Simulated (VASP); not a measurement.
Output of a VASP run:

OUTCAR:
```
 ion  position               nearest neighbor table
   1  0.667  0.333  0.500-   4 1.97   4 1.97   4 1.97   3 1.98
   2  0.333  0.667  0.000-   3 1.97   3 1.97   3 1.97   4 1.98
   3  0.667  0.333  0.877-   2 1.97   2 1.97   2 1.97   1 1.98
   4  0.333  0.667  0.377-   1 1.97   1 1.97   1 1.97   2 1.98
  LATTYP: Found a hexagonal cell.
 ALAT       =     3.2212478313
 C/A-ratio  =     1.6277970985
 Subroutine PRICEL returns:
 Original cell was already a primitive cell.
 Subroutine GETGRP returns: Found 12 space group operations
The static configuration has the point symmetry C_3v.
 The point group associated with its full space group is C_6v.
The dynamic configuration has the point symmetry C_3v.
 Subroutine INISYM returns: Found 12 space group operations
 Subroutine IBZKPT returns following result:
 Found     42 irreducible k-points:

 Following reciprocal coordinates:
            Coordinates               Weight
  0.000000  0.000000  0.000000      1.000000
  0.100000  0.000000  0.000000      6.000000
  0.200000  0.000000  0.000000      6.000000
  0.300000  0.000000  0.000000      6.000000
  0.400000 -0.000000  0.000000      6.000000
  0.500000  0.000000  0.000000      3.000000
  0.100000  0.100000  0.000000      6.000000
  0.200000  0.100000  0.000000     12.000000
  0.300000  0.100000  0.000000     12.000000
  0.400000  0.100000  0.000000     12.000000
  0.200000  0.200000  0.000000      6.000000
  0.300000  0.200000  0.000000     12.000000
  0.400000  0.200000  0.000000      6.000000
  0.300000  0.300000  0.000000      6.000000
  0.000000  0.000000  0.200000      2.000000
  0.100000  0.000000  0.200000     12.000000
  0.200000  0.000000  0.200000     12.000000
  0.300000  0.000000  0.200000     12.000000
  0.400000 -0.000000  0.200000     12.000000
  0.500000  0.000000  0.200000      6.000000
  0.100000  0.100000  0.200000     12.000000
  0.200000  0.100000  0.200000     24.000000
  0.300000  0.100000  0.200000     24.000000
  0.400000  0.100000  0.200000     24.000000
  0.200000  0.200000  0.200000     12.000000
  0.300000  0.200000  0.200000     24.000000
  0.400000  0.200000  0.200000     12.000000
  0.300000  0.300000  0.200000     12.000000
  0.000000  0.000000  0.400000      2.000000
  0.100000  0.000000  0.400000     12.000000
  0.200000  0.000000  0.400000     12.000000
  0.300000  0.000000  0.400000     12.000000
  0.400000 -0.000000  0.400000     12.000000
  0.500000  0.000000  0.400000      6.000000
  0.100000  0.100000  0.400000     12.000000
  0.200000  0.100000  0.400000     24.000000
  0.300000  0.100000  0.400000     24.000000
  0.400000  0.100000  0.400000     24.000000
  0.200000  0.200000  0.400000     12.000000
  0.300000  0.200000  0.400000     24.000000
   k-points           NKPTS =     42   k-points in BZ     NKDIM =     42   number of bands    NBANDS=     22
   number of dos      NEDOS =    301   number of ions     NIONS =      4
   total plane-waves  NPLWV =  23040
   dimension x,y,z NGX =    24 NGY =   24 NGZ =   40
   dimension x,y,z NGXF=    48 NGYF=   48 NGZF=   80
   ions per type =               2   2
   PREC   = accura    normal or accurate (medium, high low for compatibility)
   ISTART =      0    job   : 0-new  1-cont  2-samecut
   ICHARG =      2    charge: 1-file 2-atom 10-const
   ISPIN  =      1    spin polarized calculation?
   LNONCOLLINEAR =      F non collinear calculations
   LSORBIT =      F    spin-orbit coupling
   INIWAV =      1    electr: 0-lowe 1-rand  2-diag
   ENCUT  =  520.0 eV  38.22 Ry    6.18 a.u.   5.99  5.99  9.75*2*pi/ulx,y,z
   NELM   =    100;   NELMIN=  2; NELMDL= -5     # of ELM steps
   EDIFF  = 0.1E-06   stopping-criterion for ELM
   LREAL  =      F    real-space projection
   NLSPLINE    = F    spline interpolate recip. space projectors
   LMAXMIX     =    4 max onsite mixed and CHGCAR
   VOSKOWN=      0    Vosko Wilk Nusair interpolation
...
```

OSZICAR:
```
       N       E                     dE             d eps       ncg     rms          rms(c)
DAV:   1     0.259333226081E+03    0.25933E+03   -0.19008E+04  1928   0.310E+03
DAV:   2    -0.183918236183E+02   -0.27773E+03   -0.26831E+03  2062   0.542E+02
DAV:   3    -0.521105387418E+02   -0.33719E+02   -0.33431E+02  2076   0.156E+02
DAV:   4    -0.535500702943E+02   -0.14395E+01   -0.14360E+01  2648   0.341E+01
DAV:   5    -0.535698621556E+02   -0.19792E-01   -0.19786E-01  2062   0.360E+00    0.100E+01
DAV:   6    -0.450258516978E+02    0.85440E+01   -0.12348E+01  3324   0.575E+01    0.340E+00
DAV:   7    -0.431706798835E+02    0.18552E+01   -0.15597E+00  1998   0.110E+01    0.226E+00
DAV:   8    -0.459784653518E+02   -0.28078E+01   -0.19121E+00  2634   0.154E+01    0.206E+00
DAV:   9    -0.448419180369E+02    0.11365E+01   -0.55229E-01  2168   0.780E+00    0.695E-01
DAV:  10    -0.437847062322E+02    0.10572E+01   -0.36161E-01  2414   0.611E+00    0.149E-01
DAV:  11    -0.437963618815E+02   -0.11656E-01   -0.28493E-02  2152   0.169E+00    0.266E-01
DAV:  12    -0.437914188194E+02    0.49431E-02   -0.15150E-03  3068   0.549E-01    0.233E-01
DAV:  13    -0.437958657093E+02   -0.44469E-02   -0.48131E-03  3098   0.906E-01    0.147E-01
DAV:  14    -0.437955719736E+02    0.29374E-03   -0.12992E-02  2692   0.158E+00    0.602E-01
DAV:  15    -0.437981851007E+02   -0.26131E-02   -0.41518E-03  2564   0.111E+00    0.327E-01
DAV:  16    -0.437991432828E+02   -0.95818E-03   -0.17680E-03  2814   0.435E-01    0.162E-01
DAV:  17    -0.437990488285E+02    0.94454E-04   -0.58723E-04  3154   0.279E-01    0.323E-02
DAV:  18    -0.437990530231E+02   -0.41946E-05   -0.12704E-04  3182   0.137E-01    0.906E-03
DAV:  19    -0.437990393864E+02    0.13637E-04   -0.16355E-05  2152   0.382E-02    0.125E-02
DAV:  20    -0.437990493587E+02   -0.99724E-05   -0.95914E-06  2918   0.329E-02    0.120E-02
DAV:  21    -0.437990451813E+02    0.41774E-05   -0.76395E-07  1932   0.822E-03    0.132E-02
DAV:  22    -0.437990621942E+02   -0.17013E-04   -0.37828E-06  2572   0.322E-02    0.117E-03
DAV:  23    -0.437990529493E+02    0.92450E-05   -0.97898E-07  2976   0.101E-02    0.137E-03
DAV:  24    -0.437990553514E+02   -0.24021E-05   -0.11186E-07  1038   0.690E-03    0.614E-04
DAV:  25    -0.437990549788E+02    0.37257E-06   -0.10435E-07   980   0.227E-03    0.283E-04
DAV:  26    -0.437990552382E+02   -0.25937E-06   -0.21117E-08   936   0.129E-03    0.167E-04
DAV:  27    -0.437990551372E+02    0.10104E-06   -0.44706E-09   942   0.851E-04    0.157E-04
DAV:  28    -0.437990550073E+02    0.12986E-06   -0.18116E-09   930   0.400E-04    0.154E-04
DAV:  29    -0.437990551997E+02   -0.19241E-06   -0.53369E-10   942   0.375E-04    0.405E-05
DAV:  30    -0.437990550698E+02    0.12995E-06   -0.36760E-10   936   0.250E-04    0.464E-05
DAV:  31    -0.437990551317E+02   -0.61978E-07   -0.22709E-10   942   0.134E-04
   1 F= -.43799055E+02 E0= -.43799055E+02  d E =-.437991E+02
```

File OUTCAR:
```
------------------------ aborting loop because EDIFF is reached ----------------------------------------
  FORCE on cell =-STRESS in cart. coord.  units (eV):
  Direction    XX          YY          ZZ          XY          YZ          ZX
  --------------------------------------------------------------------------------------
  Total       -1.6166232     -1.6166232     -1.5632196      0.0000000      0.0000000      0.0000000
  in kB      -54.9687766    -54.9687751    -53.1529338      0.0000000      0.0000000      0.0000000
  external PRESSURE =     -54.3634951 kB  Pullay stress =       0.0000000 kB
  volume of cell :       47.12
      direct lattice vectors                 reciprocal lattice vectors
     1.610623932 -2.789682444  0.000000000     0.310438700 -0.179231870  0.000000000
     1.610623932  2.789682444  0.000000000     0.310438700  0.179231870  0.000000000
     0.000000000  0.000000000  5.243537873     0.000000000  0.000000000  0.190710933
  FREE ENERGIE OF THE ION-ELECTRON SYSTEM (eV)
  ---------------------------------------------------
  free  energy   TOTEN  =       -43.7990551317 eV

  energy  without entropy=      -43.7990551317  energy(sigma->0) =      -43.79905513

 reached required accuracy - stopping structural energy minimisation
```
(Selected blocks of OUTCAR.)

**POSCAR**
```
GaN
1
    1.6106239323    -2.7896824442     0.0000000000
    1.6106239323     2.7896824442     0.0000000000
    0.0000000000     0.0000000000     5.2435378733
Ga N
2 2
Direct
  0.6666670000   0.3333330000   0.5001254378
  0.3333330000   0.6666670000   0.0001254378
  0.6666670000   0.3333330000   0.8768745622
  0.3333330000   0.6666670000   0.3768745622
```

Q: Reconstruct the remaining input files.

A: This is not unique; one that fits is the input of the run itself, r2SCAN meta-GGA, plane waves, VASP's PBE PAW potentials (set 64).

INCAR:
```
SYSTEM  =  GaN
PREC  =  Accurate; ENCUT  =  520; LREAL  =  .False.
LASPH  =  .True.
EDIFF  =  1E-7; NELM  =  100; ALGO  =  Normal
LMAXMIX  =  4; LMIXTAU  =  .True.
ISMEAR  =  0; SIGMA  =  0.05
METAGGA  =  R2SCAN
IBRION  =  2; NSW  =  30; ISIF  =  4
EDIFFG  =  -0.01
LWAVE  =  .False.; LCHARG  =  .False.
```

KPOINTS:
```
Automatic mesh
0
Gamma
10 10 5
0 0 0
```

POTCAR, in this order: Ga_d N (PBE.64 set). Program: vasp_std.

The compound is GaN in the wurtzite structure. This cell is one point of a volume scan, at 1.03 of the reference volume.
